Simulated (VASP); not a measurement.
An input for Ansatz (written as the equivalent of a VASP run, and not itself run):

Ansatz 0.2 input:
```yaml
crystal:
  lattice:
    - [3.5496680, 0.0000000, 0.0000000]
    - [-1.7748340, 3.0741020, 0.0000000]
    - [0.0000000, 0.0000000, 16.9362990]
  atoms:
    - { symbol: Sn, position: [0.0000000, 0.0000000, 0.5000000] }
    - { symbol: S, position: [0.3333330, 0.6666670, 0.5866870] }
    - { symbol: S, position: [0.6666670, 0.3333330, 0.4133130] }
kpoints:
  mp_grid: { grid: [4, 4, 1] }
hamiltonian:
  xc: lda
  pseudopotentials: { kind: paw }
scf:
  occupations: { method: fermi_dirac, width: 0.1 }
  max_iter: 100
relax:
  max_steps: 50
  f_tol: 0.01
output: { forces: true, stress: true, eigenvalues: true }
```

Q: Translate this input to VASP (INCAR, KPOINTS, POSCAR, choice of POTCAR).

A: This is not unique; one that fits is 
### POSCAR
```
SnS2
1
    3.5496680000     0.0000000000     0.0000000000
   -1.7748340000     3.0741020000     0.0000000000
    0.0000000000     0.0000000000    16.9362990000
Sn S
1 2
Direct
  0.0000000000   0.0000000000   0.5000000000
  0.3333330000   0.6666670000   0.5866870000
  0.6666670000   0.3333330000   0.4133130000
```

**KPOINTS**
```
K-points
0
gamma
4 4 1
```

INCAR:
```
! general
SYSTEM  = SnS2
PREC    = Accurate
ENCUT   = 150
LREAL   = .False.
LASPH   = .True.   ! aspherical one-centre terms

! electronic loop
EDIFF   = 1E-6
NELM    = 100
ALGO    = Normal
LMAXMIX = 4   ! l cut-off of mixed one-centre charges

! smearing
ISMEAR  = -1   ! Fermi-Dirac
SIGMA   = 0.1   ! width (eV)

! ions
IBRION  = 2
NSW     = 50
ISIF    = 2   ! forces and stress, cell fixed
EDIFFG  = -0.01   ! ionic stop

! output
LWAVE   = .False.
LCHARG  = .False.
```

POTCAR, in this order: Sn_d S (LDA.64 set). Program: vasp_std.

Limits of the translation: each code has its own PAW files, so the cut-off isn't converted (ENCUT is set for VASP's; basis.ecutwfc is left out, and Ansatz then takes the one that its files recommend); Ansatz stops its SCF on the density residual and VASP on the energy change (EDIFF); Ansatz's lda is the Perdew-Wang form, while the LDA potentials of VASP carry Perdew-Zunger's.

The cell is a sheet with vacuum, built from a generated structure.
